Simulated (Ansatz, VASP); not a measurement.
# One calculation of CaSc, two programs

```
CELL_PARAMETERS angstrom
0.00000 3.22983 3.22983
3.22983 0.00000 3.22983
3.22983 3.22983 0.00000
ATOMIC_POSITIONS crystal
Ca 0.00000 0.00000 0.00000
Sc 0.50000 0.50000 0.50000
```

Change from the starting cell: species swapped into the CaSe type (Fm-3m, No. 225).

Alike in both runs: functional PBE; k mesh 16 × 16 × 16; occupations gaussian, width 0.1 eV; no spin polarisation.

Ansatz relaxed the structure, and its values are those at the end. VASP's run is a single point on that final structure, the one shown.

```csv
,VASP,Ansatz
version,VASP 6.6.1,Ansatz 0.2.0
potentials or method,"VASP PAW PBE potentials, release 64 (Ca_sv, Sc_sv)","scalar-relativistic, plane waves, PAW"
plane-wave cutoff (eV),520,420
valence electrons in the cell,21,21
```

|  | VASP | Ansatz | Ansatz less VASP |
| --- | --- | --- | --- |
| gap on the k mesh at the Fermi level (eV) | none | none | - |
| pressure (GPa) | 0.1 | 0.0 | -0.03 |

A gap of «none» marks a metal or a gap that the smearing closes.
